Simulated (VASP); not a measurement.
Input for VASP

File POSCAR:
```
NiAl
1
    2.8900000000     0.0000000000     0.0000000000
    0.0000000000     2.8900000000     0.0000000000
    0.0000000000     0.0000000000     2.8900000000
Al Ni
1 1
Direct
  0.5000000000   0.5000000000   0.5000000000
  0.0000000000   0.0000000000   0.0000000000
```

**INCAR**
```
SYSTEM = NiAl
PREC = Accurate
ENCUT = 400
EDIFF = 1E-6
NELM = 100
ALGO = Normal
LREAL = .FALSE.
LASPH = .TRUE.
ISMEAR = 1
SIGMA = 0.1
GGA = PE
LMAXMIX = 4
LWAVE = .FALSE.
LCHARG = .FALSE.
ISIF = 2
LEPSILON = .TRUE.
```

**KPOINTS**
```
Automatic mesh
0
Gamma
10 10 10
0 0 0
```

POTCAR, in this order: Al Ni (PBE.64 set). Program: vasp_std.

Output of the run:

### standard output
```
...
RMM:   1    -0.795592639264E+00   -0.79559E+00   -0.26826E+00  1554   0.125E+01
RMM:   2    -0.952626904973E+00   -0.15703E+00    0.58752E-02  1699   0.283E+00
RMM:   3    -0.967532483919E+00   -0.14906E-01    0.15615E-02  1698   0.825E-01
RMM:   4    -0.970384133822E+00   -0.28516E-02   -0.80282E-04  1712   0.188E-01
RMM:   5    -0.970441178978E+00   -0.57045E-04   -0.82750E-05  1645   0.469E-02
RMM:   6    -0.970443507744E+00   -0.23288E-05   -0.27374E-06  1503   0.999E-03
RMM:   7    -0.970443587153E+00   -0.79410E-07   -0.19985E-07  1266   0.269E-03
 change of polarisation eV/A/(eV/A) component  2 :    -0.685     1.941    -0.016
 dielectric tensor                  component  2 :    -5.139    15.550    -0.116
 Linear response to external field (no local field effect), progress :
  Direction:   3
       N       E                     dE             d eps       ncg     rms          rms(c)
RMM:   1    -0.420358745914E+00   -0.42036E+00   -0.11760E+00  1568   0.782E+00
RMM:   2    -0.503070015840E+00   -0.82711E-01    0.10262E-03  1659   0.185E+00
RMM:   3    -0.507469826294E+00   -0.43998E-02    0.10401E-03  1700   0.528E-01
RMM:   4    -0.508087931889E+00   -0.61811E-03   -0.47559E-04  1685   0.124E-01
RMM:   5    -0.508095225290E+00   -0.72934E-05   -0.44745E-05  1516   0.306E-02
RMM:   6    -0.508096203623E+00   -0.97833E-06   -0.15623E-06  1259   0.636E-03
 change of polarisation eV/A/(eV/A) component  3 :    -0.144    -0.016     1.016
 dielectric tensor                  component  3 :    -1.078    -0.116     8.618
 Linear response to external field, progress :
  Direction:   1
       N       E                     dE             d eps       ncg     rms          rms(c)
RMM:   1    -0.645148784026E+00   -0.64515E+00   -0.19805E+00  3407   0.110E+01
RMM:   2    -0.788407405056E+00   -0.14326E+00    0.24926E-02  3771   0.246E+00    0.391E-01
RMM:   3    -0.795825878807E+00   -0.74185E-02    0.80979E-03  3560   0.883E-01    0.218E-01
RMM:   4    -0.799291700471E+00   -0.34658E-02   -0.26579E-03  3770   0.442E-01    0.466E-02
RMM:   5    -0.799897007264E+00   -0.60531E-03   -0.26257E-04  3474   0.188E-01    0.372E-02
RMM:   6    -0.800023505125E+00   -0.12650E-03   -0.16801E-05  3284   0.113E-01    0.620E-03
RMM:   7    -0.800054723892E+00   -0.31219E-04   -0.99823E-06  4062   0.281E-02    0.539E-03
RMM:   8    -0.800054541482E+00    0.18241E-06   -0.11656E-06  3935   0.803E-03    0.282E-03
 change of polarisation eV/A/(eV/A) component  1 :     1.592    -0.453    -0.113
 dielectric tensor                  component  1 :    12.934    -3.397    -0.849
 Linear response to external field, progress :
  Direction:   2
       N       E                     dE             d eps       ncg     rms          rms(c)
RMM:   1    -0.645127638358E+00   -0.64513E+00   -0.19803E+00  3414   0.110E+01
RMM:   2    -0.788384232275E+00   -0.14326E+00    0.25086E-02  3775   0.246E+00    0.391E-01
RMM:   3    -0.795810964301E+00   -0.74267E-02    0.81846E-03  3559   0.887E-01    0.218E-01
RMM:   4    -0.799290971487E+00   -0.34800E-02   -0.26679E-03  3767   0.444E-01    0.466E-02
RMM:   5    -0.799894270345E+00   -0.60330E-03   -0.26566E-04  3470   0.189E-01    0.375E-02
RMM:   6    -0.800022646339E+00   -0.12838E-03   -0.17065E-05  3279   0.114E-01    0.623E-03
RMM:   7    -0.800054595207E+00   -0.31949E-04   -0.10049E-05  4070   0.283E-02    0.540E-03
RMM:   8    -0.800054558565E+00    0.36642E-07   -0.11930E-06  3923   0.812E-03    0.280E-03
 change of polarisation eV/A/(eV/A) component  2 :    -0.453     1.592    -0.114
 dielectric tensor                  component  2 :    -3.393    12.934    -0.852
 Linear response to external field, progress :
  Direction:   3
       N       E                     dE             d eps       ncg     rms          rms(c)
RMM:   1    -0.645133197966E+00   -0.64513E+00   -0.19804E+00  3401   0.110E+01
RMM:   2    -0.788404036747E+00   -0.14327E+00    0.25068E-02  3777   0.246E+00    0.391E-01
RMM:   3    -0.795813271412E+00   -0.74092E-02    0.81825E-03  3556   0.885E-01    0.218E-01
RMM:   4    -0.799290952985E+00   -0.34777E-02   -0.26623E-03  3765   0.443E-01    0.466E-02
RMM:   5    -0.799894460965E+00   -0.60351E-03   -0.26339E-04  3472   0.189E-01    0.374E-02
RMM:   6    -0.800022572592E+00   -0.12811E-03   -0.16775E-05  3276   0.114E-01    0.620E-03
RMM:   7    -0.800054719282E+00   -0.32147E-04   -0.10020E-05  4070   0.282E-02    0.537E-03
RMM:   8    -0.800054711733E+00    0.75482E-08   -0.11699E-06  3908   0.806E-03    0.283E-03
 change of polarisation eV/A/(eV/A) component  3 :    -0.187    -0.379     1.592
 dielectric tensor                  component  3 :    -1.401    -2.845    12.934
 Born effective charges drift removed
```

File OUTCAR:
```
------------------------ aborting loop because EDIFF is reached ----------------------------------------

 HEAD OF MICROSCOPIC STATIC DIELECTRIC TENSOR (INDEPENDENT PARTICLE, excluding Hartree and local field effects)
 ------------------------------------------------------
          13.007354     0.000000    -0.000000
           0.000000    13.007354     0.000000
          -0.000000     0.000000    13.007354
 ------------------------------------------------------

 MACROSCOPIC STATIC DIELECTRIC TENSOR (including local field effects in DFT)
 ------------------------------------------------------
          12.934181    -0.000000     0.000000
          -0.000000    12.934181     0.000000
          -0.000000     0.000000    12.934181
 ------------------------------------------------------

 PIEZOELECTRIC TENSOR (including local field effects)  for field in x, y, z        (e  Angst)
          XX          YY          ZZ          XY          YZ          ZX
  --------------------------------------------------------------------------------
  x     0.00000     0.00000     0.00000     0.00000     0.00000     0.00000
  y     0.00000     0.00000     0.00000     0.00000     0.00000     0.00000
  z     0.00000     0.00000     0.00000     0.00000     0.00000     0.00000

 PIEZOELECTRIC TENSOR (including local field effects)  for field in x, y, z        (C/m^2)
          XX          YY          ZZ          XY          YZ          ZX
  --------------------------------------------------------------------------------
  x     0.00000     0.00000     0.00000     0.00000     0.00000     0.00000
  y     0.00000     0.00000     0.00000     0.00000     0.00000     0.00000
  z     0.00000     0.00000     0.00000     0.00000     0.00000     0.00000

 BORN EFFECTIVE CHARGES (including local field effects) (in |e|, cummulative output)
 ---------------------------------------------------------------------------------
 ion    1
    1     2.59945    -0.00000    -0.00000
    2     0.00000     2.59945    -0.00000
    3    -0.00000     0.00000     2.59945
 ion    2
    1    -2.59945     0.00000     0.00000
    2    -0.00000    -2.59945     0.00000
    3     0.00000    -0.00000    -2.59945
```
(Selected blocks of OUTCAR.)

**Question.** The run ends quietly. Is anything wrong with it?

**Answer.** The cause: LEPSILON was set for a metal. The run ends without an error. Against the sound run, the energy per atom (σ→0) hardly moves; the pressure is nearly the same. To mend it, drop LEPSILON, since a metal has no finite static dielectric tensor or Born charges. The plain static run on this cell (PBE GGA, plane waves, VASP's PBE PAW potentials (set 64)) converges, and its OSZICAR ends with
```
   1 F= -.10543939E+02 E0= -.10543895E+02  d E =-.131544E-03
```

The compound is NiAl in the CsCl type structure. The cell was not relaxed at this level. The run is not spin-polarised, so no magnetic state was tried. The electron count is odd and the run is not spin-polarised, which forces a metal.
